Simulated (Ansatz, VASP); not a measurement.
**SnI2 in two plane-wave programs**

One calculation is typed for both programs; each brings its own data sets and cutoff. How far apart do they land? The cell is generated by rule, not measured, and may not be a known phase. The cell is taken from a series of VASP runs on this material, whose earlier steps may have relaxed, scaled or displaced it; both programs get it as it stands.

Main program and level: Ansatz 0.2.0; plane waves, with VASP 6.6.1 beside it; band structure at HSE06.

The structure was built from a prototype and need not be the compound's stable phase.

**1. The starting structure**

The structure is cubic, space group Fm-3m (No. 225). The conventional cell has a = 7.566 Å, b = 7.566 Å, c = 7.566 Å, α = 90.00°, β = 90.00°, γ = 90.00°. Nearest to Sn lie 8 I at 3.28 Å. I has 4 Sn at 3.28 Å nearest. Farther neighbours and most contacts between anions are not listed.

**2. Ansatz: band structure, HSE06**

Ansatz runs on its default PAW (the set named soft_2) files.

Levels along a path test the potential and the projectors away from the mesh points.

input.yaml

```yaml
crystal:
  lattice:
    - [0.0, 3.7828, 3.7828]
    - [3.7828, 0.0, 3.7828]
    - [3.7828, 3.7828, 0.0]
  atoms:
    - { symbol: Sn, position: [0.0, 0.0, 0.0] }
    - { symbol: I, position: [0.25, 0.25, 0.25] }
    - { symbol: I, position: [0.75, 0.75, 0.75] }
hamiltonian:
  xc: { exchange: pbe, correlation: pbe, exx: { coeff: 0.25, omega: 0.2 } }
  pseudopotentials: { kind: paw }
kpoints:
  mp_grid: { grid: [4, 4, 4] }
  band_path:
    path:
      - [0.0, 0.0, 0.0]
      - [0.21429, 0.0, 0.21429]
      - [0.5, 0.0, 0.5]
      - [0.5, 0.21429, 0.71429]
      - [0.41071, 0.33929, 0.75]
      - [0.16071, 0.16071, 0.32143]
      - [0.21429, 0.21429, 0.21429]
      - [0.55357, 0.39286, 0.55357]
      - [0.58929, 0.25, 0.66071]
      - [0.5, 0.28571, 0.71429]
      - [0.5, 0.5, 0.5]
      - [0.375, 0.375, 0.75]
      - [0.5, 0.0, 0.5]
    npoints: 1
scf:
  occupations: { method: gaussian, width: 0.02 }
  n_extra_bands: 7
output:
  forces: true
  stress: true
  eigenvalues: true
```

The run is started by

```
ansatz run input.yaml --threads 4 --pin off --max-ram 9216MiB --backend cpu --events-out ev --progress --plain --runs-dir out
```

Numbers of over 12 decimals in the logs are rounded to 6 here.

The log of the run:

```text
Warning: output.stress: scf.convergence.dr2_threshold = 1e-7 eV (the SCF's general default) is looser than the 3e-10 eV advised for a printed stress (1e-10 eV for each atom of the cell: 3). What an SCF threshold leaves in a stress goes as its square root, and in the free energy as the threshold itself, and one threshold admits the most on a small cell: [figures from the program's tests cut] Set scf.convergence.dr2_threshold to 3e-10 eV or tighter. The threshold is an SCF's pass mark: one that does not reach it within its budget of iterations ends unconverged, or closes short of it on a stop that the run arms, and scf.convergence.dr2_threshold's page says what that costs each kind of run
Warning: output.stress: scf.exx.energy_threshold = 1e-6 eV is looser than the 3e-8 eV advised for a stress under a hybrid functional (1e-8 eV for each atom of the cell: 3). Every SCF of the exchange loop can meet its threshold on dr2 while the loop round them stops early: no threshold on dr2 bounds what that leaves in the stress. Set scf.exx.energy_threshold to 3e-8 eV or tighter. The threshold is the loop's pass mark: a loop that does not reach it within its budget of cycles ends unconverged, and scf.exx.energy_threshold's page has the law
scf.n_extra_bands = 7 over 24 filled bands (N_el = 48.0): the run solves 31 bands
Engine: ansatz 0.2.0, x86_64-unknown-linux-gnu
Pseudopotentials: kind: paw
Pseudopotential: Sn, paw, valence charge 14, recommended cutoff 420 eV (normal), Sn.paw.azcp
Pseudopotential: I, paw, valence charge 17, recommended cutoff 420 eV (normal), I.paw.azcp
Functional definition: unnamed
  parameter a_1 = 0.25
  parameter omega_1 = 0.2/angstrom
  exchange = pbe_x + (-a_1)*pbe_x_sr(omega_1) + a_1*exact_x_sr(omega_1)
  correlation = pbe_c
Crystal: 3 atoms, lattice volume = 108.261 Å³
Basis set: ecut = 420 eV, 2085 PW (Γ), exchange–correlation on 72×72×72 points (8 copies of the dense FFT grid, shifted against one another)
Bands: 31, of which v1, the nominal top of the filled ones, is band 24 counted from 1 (23 counted from 0)
Symmetry: 48 space group operations
Space group: Fm-3m (ITA 225), of the structure as read, at distance tolerance 4.8e-5 Å
k-points: 8 of 64
Non-local potential: Sn, projectors of the file, l = 0: 2, l = 1: 2, l = 2: 2, l = 3: 2
Non-local potential: I, projectors of the file, l = 0: 2, l = 1: 2, l = 2: 2, l = 3: 2
PAW form: soft (Blöchl's): semilocal exchange-correlation on the pseudo side does not see the compensation charge
PAW frozen core: Sn, regenerated for the run's functional, and the local potential with it (the file was generated under x = pbe(κ = 0.804, μ = 0.219515), c = pbe(β = 0.066725))
PAW frozen core: I, regenerated for the run's functional, and the local potential with it (the file was generated under x = pbe(κ = 0.804, μ = 0.219515), c = pbe(β = 0.066725))
PAW one-centre angular grid: Sn, 590 points (default); XC on 64 Gauss nodes
PAW one-centre angular grid: I, 590 points (default); XC on 96 Gauss nodes
Initial density: superposition of atomic densities (neutral atoms: chi_scale 0, normalization atom), corrected by the library's trained network
Initial wavefunctions: pseudopotential atomic-orbital guess
Functional: x = pbe(κ = 0.804, μ = 0.219515), c = pbe(β = 0.066725), warm-up for x = pbe(κ = 0.804, μ = 0.219515) + 0.25 (exact − pbe) at short range (hse, ω = 0.2 Å⁻¹), c = pbe(β = 0.066725)
SCF iter   1: F=—  HF=-21051.033981 eV  |F-HF|=—  |Δ(HF+E_count)|=         —  Δρ=1.11e-3  dr2=2.60e-3  ethr=1.77e-3  ⟨swp⟩=12.2  Hψ=1095  notcnv=0
preconditioner: auto → none  [insulator: Δε(μ)=1.323 eV  Ē_g=10.155 eV  σ=0.020 eV  W_gap=1.00  n_scr=26 (ndim 8)  ℏωp=15.1 eV  f_vac=0.109  D(μ)=0.00/eV (n_scr^D=0)]
iter 2 solved again at ethr=5.23e-7 eV; its pass at ethr=5.42e-6 eV (dr2=2.51e-4 eV) is discarded
SCF iter   2: F=—  HF=-21051.034714 eV  |F-HF|=—  |Δ(HF+E_count)|=   7.33e-4  Δρ=5.05e-4  dr2=2.53e-4  ethr=5.23e-7  ⟨swp⟩=2.4  Hψ=1276  notcnv=0  defer=2
SCF iter   3: F=-21051.034905 eV  HF=-21051.034802 eV  |F-HF|=1.03e-4  |Δ(HF+E_count)|=   8.74e-5  Δρ=2.66e-4  dr2=3.47e-5  ethr=5.23e-7  ⟨swp⟩=3.2  Hψ=506  notcnv=0
SCF 1 stopped early in 3 iterations: F = -21051.034905 eV  dr2 = 3.47e-5
  greatest PAW one-centre occupation: 0.999 electrons in one spin orbital (limit 2), on the I atom at site 2 (counted from 0), in its partial waves of l = 2
Initial density: handed on by an earlier stage of this run
Initial wavefunctions: those handed on with the density
Functional: x = pbe(κ = 0.804, μ = 0.219515) + 0.25 (exact − pbe) at short range (hse, ω = 0.2 Å⁻¹), c = pbe(β = 0.066725)
Exchange kernel: α = 0.2500, screened, ω = 0.2000 Å⁻¹, Wigner–Seitz truncation, v(0) = 1128.6612 eV·Å³, q-mesh 4×4×4, nearest image of the exchange supercell L = 21.40 Å, pair-density grid 20×20×20, without the augmentation charges, whose exchange is taken in its separable form by FFT convolution over the k-point mesh (sized by the pseudopotential files, 30×30×30 at the most), smooth part of the exact exchange by density-matrix convolution
Frozen-core exchange: fock
SCF iter   1: F=—  HF=-21064.460965 eV  |F-HF|=—  |Δ(HF+E_count)|=         —  Δρ=3.73e-3  dr2=2.92e-2  ethr=7.23e-7  ⟨swp⟩=7.9  Hψ=1183  notcnv=0
preconditioner: auto → none  [insulator: Δε(μ)=2.123 eV  Ē_g=11.467 eV  σ=0.020 eV  W_gap=1.00  n_scr=26 (ndim 8)  ℏωp=15.1 eV  f_vac=0.108  D(μ)=0.00/eV (n_scr^D=0)]
SCF iter   2: F=—  HF=-21064.450838 eV  |F-HF|=—  |Δ(HF+E_count)|=   1.01e-2  Δρ=1.30e-3  dr2=2.55e-3  ethr=7.23e-7  ⟨swp⟩=4.1  Hψ=817  notcnv=0
SCF iter   3: F=—  HF=-21064.458252 eV  |F-HF|=—  |Δ(HF+E_count)|=   7.41e-3  Δρ=8.08e-4  dr2=9.31e-4  ethr=7.23e-7  ⟨swp⟩=4.0  Hψ=787  notcnv=0
SCF iter   4: F=—  HF=-21064.457991 eV  |F-HF|=—  |Δ(HF+E_count)|=   2.61e-4  Δρ=2.26e-4  dr2=5.53e-5  ethr=7.23e-7  ⟨swp⟩=3.0  Hψ=535  notcnv=0
SCF iter   5: F=—  HF=-21064.458090 eV  |F-HF|=—  |Δ(HF+E_count)|=   9.94e-5  Δρ=6.81e-5  dr2=9.39e-6  ethr=7.98e-8  ⟨swp⟩=3.9  Hψ=525  notcnv=0
SCF iter   6: F=-21064.458089 eV  HF=-21064.458089 eV  |F-HF|=2.32e-8  |Δ(HF+E_count)|=   1.34e-6  Δρ=1.45e-5  dr2=2.49e-6  ethr=1.47e-8  ⟨swp⟩=3.1  Hψ=550  notcnv=0
SCF 2 stopped early in 6 iterations: F = -21064.458089 eV  dr2 = 2.49e-6
hybrid outer 1: dexx = +8.283e-3 eV, tail = 5.98e-5 eV
Exchange kernel: α = 0.2500, screened, ω = 0.2000 Å⁻¹, Wigner–Seitz truncation, v(0) = 1128.6612 eV·Å³, q-mesh 4×4×4, nearest image of the exchange supercell L = 21.40 Å, pair-density grid 20×20×20, without the augmentation charges, whose exchange is taken in its separable form by FFT convolution over the k-point mesh (sized by the pseudopotential files, 30×30×30 at the most), smooth part of the exact exchange by density-matrix convolution
Frozen-core exchange: fock
SCF iter   1: F=—  HF=-21064.457750 eV  |F-HF|=—  |Δ(HF+E_count)|=         —  Δρ=3.34e-5  dr2=1.18e-6  ethr=6.23e-7  ⟨swp⟩=4.2  Hψ=567  notcnv=0
preconditioner: auto → none  [insulator: Δε(μ)=2.057 eV  Ē_g=11.435 eV  σ=0.020 eV  W_gap=1.00  n_scr=26 (ndim 8)  ℏωp=15.1 eV  f_vac=0.109  D(μ)=0.00/eV (n_scr^D=0)]
SCF iter   2: F=—  HF=-21064.457751 eV  |F-HF|=—  |Δ(HF+E_count)|=   6.63e-7  Δρ=1.40e-5  dr2=1.91e-7  ethr=2.27e-9  ⟨swp⟩=4.0  Hψ=637  notcnv=0
SCF iter   3: F=—  HF=-21064.457751 eV  |F-HF|=—  |Δ(HF+E_count)|=   5.44e-8  Δρ=5.64e-6  dr2=1.53e-8  ethr=3.42e-10  ⟨swp⟩=3.2  Hψ=522  notcnv=0  defer=1
SCF iter   4: F=-21064.457751 eV  HF=-21064.457751 eV  |F-HF|=3.86e-10  |Δ(HF+E_count)|=   3.84e-9  Δρ=9.28e-7  dr2=2.06e-9  ethr=2.87e-11  ⟨swp⟩=3.8  Hψ=643  notcnv=0  defer=1
SCF 3 converged in 4 iterations: F = -21064.457751 eV  dr2 = 2.06e-9
  Residual-converged pass: ⟨swp⟩=3.2  Hψ=544  notcnv=0  max |occ|·‖R‖ = 2.2e-6 eV (tolerance 2.4e-6 eV)  dr2=2.05e-9  dr2_onsite=4.65e-10  max |Δocc| = 0.0e0
hybrid outer 2: dexx = +5.518e-7 eV, tail = 1.89e-8 eV, Δε = 3.65e-3 eV (about 1.12e-4 eV left of the loop's levels)
NSCF: frozen V_eff on 13 k-points
hybrid SCF converged: 2 outer / 10 inner (+3 warm-up), last move |dexx| = 5.52e-7 eV, tail = 1.89e-8 eV
Stability not checked: this state was not tested for a lower state beside it, because the functional holds exact exchange (a hybrid, or Hartree-Fock), whose exchange loop this test does not read (fock_operator; see scf.lower_state_search)
Free energy (F): -21064.457751 eV
Frozen-core exchange: fock
Harris-Foulkes:  -21064.457751 eV  (|F-HF|=3.86e-10)
Internal energy: -21064.457751 eV  (E = F + TS)
E sigma→0 (E₀):  -21064.457751 eV
Fermi energy:    7.443422 eV
--- Per-component energies (eV) ---
  E_band       = -953.414493
  E_kinetic    = 562.834575
  E_local      = -4916.793401  (includes V_loc(G=0)·N_el)
  E_nonlocal   = -216.930017
  E_hartree    = 2627.017198
  E_xc         = -507.962522
  E_vxc        = -284.161541  (∫ρ·V_xc dr)
  E_exx        = -137.256800  (= α·E_x^exact, valence–valence)
  E_paw        = -13771.852552  (= ΣΔE_a)
  E_vpaw       = -1077.884963  (= ΣTr[D̂ρ^β])
  E_aug_tail   = -0.000010  (compensation charges beyond the density's cutoff)
  E_ewald      = -4703.059325
  E_core_change = -0.454895  (= ΣΔE_core)
  E_smearing   = -0.000000  (= −TS)
  E_closure    = -0.000001  (closes the sum)
  Σ components = -21064.457751   (vs F -21064.457751, Δ=0.00e0)
--- Forces (eV/Å), atoms counted from 1 ---
  atom   1  Sn    -0.00000000     0.00000000    -0.00000000
  atom   2  I      0.00000000     0.00000000     0.00000000
  atom   3  I      0.00000000     0.00000000    -0.00000000
  max |Σ_I F_I| component: 9.25e-18 eV/Å
--- Stress (GPa, compression-positive) ---
        3.259684       0.000000       0.000000
        0.000000       3.259684      -0.000000
        0.000000      -0.000000       3.259684
  P = ⅓ Tr σ = 3.2597 GPa (32.597 kbar)
--- Band table (eV; the first three rows and the last of 8) ---
  k-point 0: bands = [... 20 lower, 3.3611, 4.7359, 4.7359, 4.7359, 8.7170, 8.7170, 8.7170, 12.6082, ... 3 higher]
  k-point 1: bands = [... 20 lower, 3.3085, 4.4436, 4.4436, 5.9686, 9.3244, 9.3244, 9.4767, 13.7175, ... 3 higher]
  k-point 2: bands = [... 20 lower, 3.5114, 4.1175, 4.1175, 6.3705, 10.2542, 10.2542, 11.2616, 13.4153, ... 3 higher]
  k-point 7: bands = [... 20 lower, 3.5433, 5.2763, 6.1288, 6.2170, 10.0562, 10.5713, 10.5713, 13.8075, ... 3 higher]
```

The job ended after 58 s (4 threads of Intel Xeon at 2.60GHz (Ice Lake), shared host; peak memory 1.5 GiB; 3.5 min of CPU time).

In the SCF lines HF is the Harris–Foulkes energy and dr2 the Hartree energy of the density residual, in eV; the loop may stop once dr2 is under the threshold and the program's other checks hold. Hψ counts applications of the Hamiltonian.

(Part 1 of 2 ends here.)

[Lines on the potential files, build, host, timing and source positions are cut from VASP's logs without a mark.]

[Logs are printed without paths, hosts, clocks, repeated set-up lines and the standing remarks that a program may print on its own settings, such as how far it seeks lower states.]

[Hosts, paths, dates, database ids (printed as entryN), source tags and the programs' standing remarks are cut or masked in the printed files.]
